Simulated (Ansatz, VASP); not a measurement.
## HfC: VASP beside Ansatz

Wanted: the spread between two codes on one cell, functional and k mesh. The cell is taken from a series of runs on this material, whose earlier steps may have relaxed, scaled, displaced or heated it; both programs get it as it stands.

Calculated with Ansatz 0.2.0; plane waves, with VASP 6.6.1 beside it; zone-centre phonons at LDA.

### 1. Set-up

The structure is tetragonal, space group I4/mmm (No. 139). Conventional cell: a = 3.250 Å, b = 3.250 Å, c = 4.436 Å, α = 90.00°, β = 90.00°, γ = 90.00°. C has 6 Hf at 2.22 to 2.30 Å nearest. Hf has 6 C at 2.22 to 2.30 Å nearest. Farther neighbours are not listed.

As a file:

```
C Hf
1.0
     0.00000    2.29795    2.21778
     2.29795    0.00000    2.21778
     2.29795    2.29795    0.00000
C Hf
1 1
Direct
  0.00000 0.00000 0.00000
  0.50000 0.50000 0.50000
```

### 2. VASP: zone-centre phonons, LDA

Second derivatives magnify differences that forces hide, and they need a tight electronic threshold.

Lines of VASP's logs that name or quote its potential files are left out, and so is its time.

INCAR

```
SYSTEM = HfC
PREC = Accurate
ENCUT = 600
EDIFF = 1E-08
NELM = 120
ISMEAR = 1
SIGMA = 0.2
LREAL = .FALSE.
ALGO = Normal
GGA = CA
NBANDS = 13
LASPH = .TRUE.
LORBIT = 11
LWAVE = .FALSE.
LCHARG = .FALSE.
ISIF = 2
IBRION = 8
GGA_COMPAT = .FALSE.
KPAR = 2
```

POSCAR

```
HfC
1.0
    0.0000000000      2.2979538536      2.2177814199
    2.2979538536      0.0000000000      2.2177814199
    2.2979538536      2.2979538536      0.0000000000
C Hf
1 1
Direct
    0.0000000000      0.0000000000      0.0000000000
    0.5000000000      0.5000000000      0.5000000000
```

KPOINTS

```
Automatic mesh
0
Gamma
16 16 16
0 0 0
```

PAW data sets: C and Hf_pv (LDA family, release 64).

On the command line:

```sh
$ mpirun -np 2 vasp_std
```

Numbers of over 12 decimals in the logs are rounded to 6 here.

What it wrote:

```text
[banner, memory and clock lines left out]
running    2 mpi-ranks, on    1 nodes
 distrk:  each k-point on    1 cores,    2 groups
 distr:  one band on    1 cores,    1 groups

 POSCAR found type information on POSCAR C Hf
 POSCAR found :  2 types and       2 ions
 LDA part: xc-table for (Slater(with rela. corr.)+CA(PZ))
 , standard interpolation
 POSCAR, INCAR and KPOINTS ok, starting setup
 FFT: planning ... GRIDC
 FFT: planning ... GRID_SOFT
 FFT: planning ... GRID
 WAVECAR not read
 entering main loop
       N       E                     dE             d eps       ncg     rms          rms(c)
DAV:   1     0.238467113744E+02    0.23847E+02   -0.86297E+03  9098   0.119E+03
DAV:   2    -0.243004508535E+02   -0.48147E+02   -0.45214E+02 11415   0.221E+02
DAV:   3    -0.259712645655E+02   -0.16708E+01   -0.16627E+01 11385   0.296E+01
DAV:   4    -0.259803232292E+02   -0.90587E-02   -0.90578E-02 10151   0.259E+00
DAV:   5    -0.259803855344E+02   -0.62305E-04   -0.62305E-04 11457   0.195E-01    0.662E+01
DAV:   6    -0.229353780322E+02    0.30450E+01   -0.13694E+01 10434   0.198E+01    0.463E+01
DAV:   7    -0.228724501788E+02    0.62928E-01   -0.59371E-01 10599   0.542E+00    0.252E+01
DAV:   8    -0.228576976005E+02    0.14753E-01   -0.49483E-02 11184   0.175E+00    0.501E+00
DAV:   9    -0.228532191806E+02    0.44784E-02   -0.22183E-02 10864   0.792E-01    0.182E+00
DAV:  10    -0.228527846089E+02    0.43457E-03   -0.15475E-03 11049   0.290E-01    0.787E-02
DAV:  11    -0.228527846757E+02   -0.66816E-07   -0.69252E-05 10884   0.738E-02    0.695E-02
DAV:  12    -0.228527843442E+02    0.33146E-06   -0.13796E-06 11497   0.103E-02    0.159E-02
DAV:  13    -0.228527841545E+02    0.18971E-06   -0.57420E-07 10829   0.425E-03    0.130E-03
DAV:  14    -0.228527841585E+02   -0.39456E-08   -0.21673E-08 10090   0.118E-03
   1 F= -.22852784E+02 E0= -.22852861E+02  d E =0.229400E-03
 Linear response reoptimize wavefunctions to high precision
DAV:   1    -0.228527841589E+02   -0.42837E-09   -0.40963E-10  7810   0.182E-04
DAV:   2    -0.228527841589E+02    0.72760E-11   -0.49726E-11  6212   0.621E-05
 Linear response DOF=           4
 Linear response progress:
  Degree of freedom:   1/  4
       N       E                     dE             d eps       ncg     rms          rms(c)
RMM:   1    -0.123111474152E+00   -0.12311E+00    0.21697E-02 35646   0.193E+00
RMM:   2    -0.118750688864E+00    0.43608E-02   -0.33169E-03 25895   0.356E-01    0.407E-01
RMM:   3    -0.119062539043E+00   -0.31185E-03   -0.70545E-04 23384   0.152E-01    0.209E-01
RMM:   4    -0.120017121238E+00   -0.95458E-03   -0.44086E-04 23951   0.117E-01    0.355E-02
RMM:   5    -0.120019683670E+00   -0.25624E-05   -0.11137E-05 26889   0.241E-02    0.107E-02
RMM:   6    -0.120018033234E+00    0.16504E-05   -0.35932E-07 28783   0.403E-03    0.406E-03
RMM:   7    -0.120007475647E+00    0.10558E-04   -0.79134E-08 27951   0.194E-03    0.259E-03
RMM:   8    -0.120009691056E+00   -0.22154E-05   -0.11266E-08 29893   0.594E-04    0.301E-04
RMM:   9    -0.120009422378E+00    0.26868E-06   -0.11870E-08 30785   0.104E-04    0.191E-04
RMM:  10    -0.120009429714E+00   -0.73360E-08   -0.44337E-09 31426   0.277E-05    0.518E-05
 first order change of Fermi-energy  -0.14251E-02
 force on displaced ion       1 direction 1 :  -7.981   0.000   0.000
 Linear response progress:
  Degree of freedom:   2/  4
       N       E                     dE             d eps       ncg     rms          rms(c)
RMM:   1    -0.126628098732E+00   -0.12663E+00    0.14707E-02 19696   0.204E+00
RMM:   2    -0.120248721678E+00    0.63794E-02   -0.41827E-03 14555   0.386E-01    0.604E-01
RMM:   3    -0.120556265361E+00   -0.30754E-03   -0.86015E-04 13209   0.169E-01    0.316E-01
RMM:   4    -0.121598691725E+00   -0.10424E-02   -0.50532E-04 13352   0.125E-01    0.447E-02
RMM:   5    -0.121579910103E+00    0.18782E-04   -0.14219E-05 14781   0.279E-02    0.126E-02
RMM:   6    -0.121582806756E+00   -0.28967E-05   -0.41095E-07 16014   0.434E-03    0.466E-03
RMM:   7    -0.121568699467E+00    0.14107E-04   -0.12552E-07 15314   0.247E-03    0.289E-03
RMM:   8    -0.121573367471E+00   -0.46680E-05   -0.13190E-08 16366   0.729E-04    0.307E-04
RMM:   9    -0.121572450458E+00    0.91701E-06    0.70241E-09 17073   0.151E-04    0.197E-04
RMM:  10    -0.121572403212E+00    0.47246E-07   -0.15304E-08 17328   0.405E-05    0.543E-05
RMM:  11    -0.121572425710E+00   -0.22498E-07    0.14065E-09 16856   0.195E-05    0.942E-06
RMM:  12    -0.121572456357E+00   -0.30646E-07   -0.24704E-09 16238   0.127E-05    0.457E-06
RMM:  13    -0.121572450894E+00    0.54624E-08   -0.17364E-09 12339   0.103E-05    0.158E-06
 first order change of Fermi-energy   0.15751E-02
 force on displaced ion       1 direction 3 :   0.000   0.000 -13.239
 Linear response progress:
  Degree of freedom:   3/  4
       N       E                     dE             d eps       ncg     rms          rms(c)
RMM:   1    -0.212981354767E+00   -0.21298E+00    0.36649E+00 18104   0.116E+01
RMM:   2    -0.208272230719E+00    0.47091E-02   -0.29634E-02 24988   0.125E+00    0.507E-01
RMM:   3    -0.207663716003E+00    0.60851E-03   -0.89688E-04 30871   0.141E-01    0.200E-01
RMM:   4    -0.207235750605E+00    0.42797E-03   -0.67371E-05 33028   0.460E-02    0.127E-01
RMM:   5    -0.206846229790E+00    0.38952E-03   -0.26256E-05 33755   0.331E-02    0.128E-02
RMM:   6    -0.206841967168E+00    0.42626E-05   -0.34750E-06 33724   0.965E-03    0.535E-03
RMM:   7    -0.206852551593E+00   -0.10584E-04   -0.32338E-07 35826   0.220E-03    0.575E-03
RMM:   8    -0.206853586893E+00   -0.10353E-05   -0.16265E-06 36693   0.526E-04    0.134E-03
RMM:   9    -0.206853912278E+00   -0.32538E-06   -0.16483E-06 36543   0.245E-04    0.185E-04
RMM:  10    -0.206854196789E+00   -0.28451E-06   -0.10242E-06 35981   0.941E-05    0.770E-05
RMM:  11    -0.206854244954E+00   -0.48164E-07   -0.47828E-07 38814   0.411E-05    0.664E-05
RMM:  12    -0.206854258464E+00   -0.13510E-07   -0.22267E-07 34847   0.245E-05    0.918E-06
RMM:  13    -0.206854263109E+00   -0.46446E-08   -0.11730E-07 32884   0.191E-05    0.602E-06
RMM:  14    -0.206854264019E+00   -0.91026E-09   -0.44740E-08 27713   0.165E-05    0.407E-06
 first order change of Fermi-energy   0.15575E-02
 force on displaced ion       2 direction 1 :  -7.984   0.000   0.000
 Linear response progress:
  Degree of freedom:   4/  4
       N       E                     dE             d eps       ncg     rms          rms(c)
RMM:   1    -0.209925137726E+00   -0.20993E+00    0.39995E+00 10212   0.120E+01
RMM:   2    -0.204560177832E+00    0.53650E-02   -0.30442E-02 14024   0.127E+00    0.661E-01
RMM:   3    -0.203804214424E+00    0.75596E-03   -0.96447E-04 17215   0.155E-01    0.301E-01
RMM:   4    -0.203253644797E+00    0.55057E-03   -0.98643E-05 18483   0.596E-02    0.162E-01
RMM:   5    -0.202863566100E+00    0.39008E-03   -0.32310E-05 18925   0.372E-02    0.179E-02
RMM:   6    -0.202864926272E+00   -0.13602E-05   -0.30185E-06 18265   0.119E-02    0.104E-02
RMM:   7    -0.202871214695E+00   -0.62884E-05   -0.37755E-06 20569   0.280E-03    0.934E-03
RMM:   8    -0.202872372872E+00   -0.11582E-05   -0.75741E-06 19899   0.733E-04    0.211E-03
RMM:   9    -0.202873202003E+00   -0.82913E-06   -0.54411E-06 20775   0.323E-04    0.288E-04
RMM:  10    -0.202873570943E+00   -0.36894E-06   -0.29530E-06 20195   0.117E-04    0.129E-04
RMM:  11    -0.202873625891E+00   -0.54948E-07   -0.14435E-06 21345   0.550E-05    0.111E-04
RMM:  12    -0.202873658614E+00   -0.32723E-07   -0.75171E-07 20323   0.332E-05    0.447E-05
RMM:  13    -0.202873669198E+00   -0.10584E-07   -0.38439E-07 18980   0.234E-05    0.101E-05
RMM:  14    -0.202873668120E+00    0.10776E-08   -0.21253E-07 14991   0.181E-05    0.178E-05
RMM:  15    -0.202873671135E+00   -0.30147E-08   -0.87440E-08 14013   0.156E-05    0.105E-05
 first order change of Fermi-energy  -0.13726E-02
 force on displaced ion       2 direction 3 :   0.000   0.000 -13.241
 Linear response finished
```

From OUTCAR (step 2):

```text
ion  position               nearest neighbor table
   1  0.000  0.000  0.000-   2 2.22   2 2.22   2 2.30   2 2.30   2 2.30   2 2.30
   2  0.500  0.500  0.500-   1 2.22   1 2.22   1 2.30   1 2.30   1 2.30   1 2.30

  LATTYP: Found a body centered tetragonal cell.
 ALAT       =     3.2497975055
 C/A-ratio  =     1.3648736059

 Subroutine GETGRP returns: Found 16 space group operations
 (whereof 16 operations were pure point group operations)

The static configuration has the point symmetry D_4h.

 Found    349 irreducible k-points:

   k-points           NKPTS =    349   k-points in BZ     NKDIM =    349   number of bands    NBANDS=     13

   dimension x,y,z NGX =    28 NGY =   28 NGZ =   28
   dimension x,y,z NGXF=    56 NGYF=   56 NGZF=   56

   ENCUT  =  600.0 eV  44.10 Ry    6.64 a.u.   6.38  6.38  6.49*2*pi/ulx,y,z

   NELECT =      14.0000    total number of electrons

 k-points in reciprocal lattice and weights: Automatic mesh
   0.00000000  0.00000000  0.00000000       0.000
   0.06250000  0.00000000  0.00000000       0.002
   0.12500000  0.00000000  0.00000000       0.002
   0.18750000  0.00000000  0.00000000       0.002
   0.25000000  0.00000000  0.00000000       0.002
   0.31250000  0.00000000  0.00000000       0.002
   0.37500000  0.00000000  0.00000000       0.002
   0.43750000  0.00000000  0.00000000       0.002
   0.50000000  0.00000000  0.00000000       0.001
[...]
-0.31250000  0.18750000  0.50000000       0.001
  -0.25000000  0.25000000  0.50000000       0.000

 average (electrostatic) potential at core
       1 -51.2889       2 -34.8154

  Total        0.0837615      0.0837615      2.8591531      0.0000000      0.0000000      0.0000000
  in kB        5.7295920      5.7295920    195.5764900      0.0000000      0.0000000      0.0000000
  external PRESSURE =      69.0118913 kB  Pullay stress =       0.0000000 kB

  energy-cutoff  :      600.00
  volume of cell :       23.42
      direct lattice vectors                 reciprocal lattice vectors
     0.000000000  2.297953854  2.217781420    -0.217584874  0.217584874  0.225450532
     2.297953854  0.000000000  2.217781420     0.217584874 -0.217584874  0.225450532
     2.297953854  2.297953854  0.000000000     0.217584874  0.217584874 -0.225450532

 POSITION                                       TOTAL-FORCE (eV/Angst)
 -----------------------------------------------------------------------------------
      0.00000      0.00000      0.00000         0.000000     -0.000000      0.000000
      2.29795      2.29795      2.21778        -0.000000      0.000000      0.000000
 -----------------------------------------------------------------------------------
    total drift:                                0.000000      0.000000      0.000000

 Eigenvectors and eigenvalues of the dynamical matrix
 ----------------------------------------------------

   1 f  =   16.956256 THz   106.539299 2PiTHz  565.599823 cm-1    70.125409 meV
             X         Y         Z           dx          dy          dz
      0.000000  0.000000  0.000000     0.000000    0.000000    0.967958
      2.297954  2.297954  2.217781     0.000000    0.000000   -0.251113

   2 f  =   13.165761 THz    82.722914 2PiTHz  439.162504 cm-1    54.449186 meV
             X         Y         Z           dx          dy          dz
      0.000000  0.000000  0.000000     0.967952    0.000000    0.000000
      2.297954  2.297954  2.217781    -0.251134    0.000000    0.000000

   3 f  =   13.165761 THz    82.722914 2PiTHz  439.162504 cm-1    54.449186 meV
             X         Y         Z           dx          dy          dz
      0.000000  0.000000  0.000000     0.000000    0.967952    0.000000
      2.297954  2.297954  2.217781     0.000000   -0.251134    0.000000

   4 f/i=    0.000288 THz     0.001810 2PiTHz    0.009608 cm-1     0.001191 meV
             X         Y         Z           dx          dy          dz
      0.000000  0.000000  0.000000     0.000000    0.000000   -0.251113
      2.297954  2.297954  2.217781     0.000000    0.000000   -0.967958

   5 f/i=    0.000514 THz     0.003228 2PiTHz    0.017139 cm-1     0.002125 meV
             X         Y         Z           dx          dy          dz
      0.000000  0.000000  0.000000    -0.251134    0.000000    0.000000
      2.297954  2.297954  2.217781    -0.967952    0.000000    0.000000

   6 f/i=    0.000514 THz     0.003228 2PiTHz    0.017139 cm-1     0.002125 meV
             X         Y         Z           dx          dy          dz
      0.000000  0.000000  0.000000     0.000000   -0.251134    0.000000
      2.297954  2.297954  2.217781     0.000000   -0.967952    0.000000

 ELASTIC MODULI CONTR FROM IONIC RELAXATION (kBar)
 Direction    XX          YY          ZZ          XY          YZ          ZX
 --------------------------------------------------------------------------------
 XX           0.0000      0.0000      0.0000      0.0000      0.0000      0.0000
 YY           0.0000      0.0000      0.0000      0.0000      0.0000      0.0000
 ZZ           0.0000      0.0000      0.0000      0.0000      0.0000      0.0000
 XY           0.0000      0.0000      0.0000      0.0000      0.0000      0.0000
 YZ           0.0000      0.0000      0.0000      0.0000      0.0000      0.0000
 ZX           0.0000      0.0000      0.0000      0.0000      0.0000      0.0000
 --------------------------------------------------------------------------------
```

[end of part 1 of 2]

[Lines on the potential files, build, host, timing and source positions are cut from VASP's logs without a mark.]

[Logs are printed without paths, hosts, clocks, repeated set-up lines and the standing remarks that a program may print on its own settings, such as how far it seeks lower states.]

[Hosts, paths, dates, database ids (printed as entryN), source tags and the programs' standing remarks are cut or masked in the printed files.]
